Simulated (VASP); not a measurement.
Runs of VASP 6.6.1 on O2SnH2. The cell holds a molecule in a box, 5 atoms: a = 13.000 Å, b = 11.000 Å, c = 11.000 Å, α = 90.00°, β = 90.00°, γ = 90.00°. 

```tsv
task	level	potentials or basis	cell	grid for exact exchange (PRECFOCK)	exchange at q = 0	gap on the mesh (eV)	largest force (eV/Å)
atomic charges	PBE+TS	VASP PAW PBE potentials, release 64 (O, Sn_d, H)	as given	-	-	3.69	0.91
relaxation of the atoms	revPBE+D4	VASP PAW PBE potentials, release 64 (O, Sn_d, H)	atoms relaxed	-	-	(a)	0.01
electron localisation function	PBE	VASP PAW PBE potentials, release 64 (O, Sn_d, H)	as given	-	-	3.69	0.90
single point	LDA	VASP PAW LDA potentials, release 64 (O, Sn_d, H)	as given	-	-	(b)	0.84
single point	B3LYP+D4	VASP PAW PBE potentials, release 64 (O, Sn_d, H)	as given	Fast	truncated	5.11	0.68
```

Alike in all rows: no spin polarisation; k mesh 1 × 1 × 1; cutoff (eV) 520; smearing gaussian 0.01 eV.

Task: Estimate the missing entries.

Result: (a) 3.63; (b) 3.67.

Caveats: spin-orbit coupling is left out, which moves the levels of the heavy elements; the PAW data sets were made with another functional, which shifts forces and pressure a little (some runs).

A k mesh can miss the band edges, and the runs leave out spin-orbit coupling on Sn.

Not every run made on this cell is shown here.
